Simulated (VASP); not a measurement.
All values below come from LDA (Ceperley-Alder, Perdew-Zunger), VASP's LDA PAW potentials (set 64) (plane waves; VASP).

VASP input:

INCAR:
```
SIGMA = 0.01   ! width (eV)
NELM = 100
EDIFF = 1E-6
ISIF = 2
LMAXMIX = 4   ! l cut-off of mixed one-centre charges
LASPH = .TRUE.
ALGO = Normal
ENCUT = 300   ! plane-wave cut-off (eV)
LCHARG = .FALSE.
ISMEAR = -1   ! Fermi-Dirac
LWAVE = .FALSE.
SYSTEM = InSe
PREC = Accurate
LREAL = .FALSE.
```

File POSCAR:
```
InSe
4.047330
  1.0000000000   0.0000000000   0.0000000000
 -0.5000000000   0.8660255032   0.0000000000
  0.0000000000   0.0000000000   4.4602392194
In Se
4 4
Cart
  0.0000000000   0.0000000000   2.5752975229
  0.0000000000   0.0000000000   1.8849416965
 -0.0000005000   0.5773506242   4.1150613062
 -0.0000005000   0.5773506242   0.3451779132
  0.5000005000   0.2886748791   3.8045840542
  0.5000005000   0.2886748791   0.6556551653
 -0.0000005000   0.5773506242   2.8858639798
 -0.0000005000   0.5773506242   1.5743752397
```

**KPOINTS**
```
kpoints
0
Gamma
 6 6 2
0 0 0
```

POTCAR, in this order: In_d Se (LDA.64 set). Program: vasp_std.

Question: What will the output report for the number of irreducible k-points (NKPTS), largest plane-wave count, number of space-group operations, FFT grid (NGX, NGY, NGZ)?

Answer: 
The number of irreducible k-points (NKPTS) is 14. The largest plane-wave count is 3044 and the number of space-group operations comes out as 12. The FFT grid (NGX, NGY, NGZ) is 24 × 24 × 108.

The structure comes from a computed database's InSe entry (P-6m2); how it stands against other phases isn't given here. The cell was not relaxed at this level. The run is one of a series of settings (KPOINTS 6×6×2 Γ-centred mesh against the base run), some of them coarse on purpose.
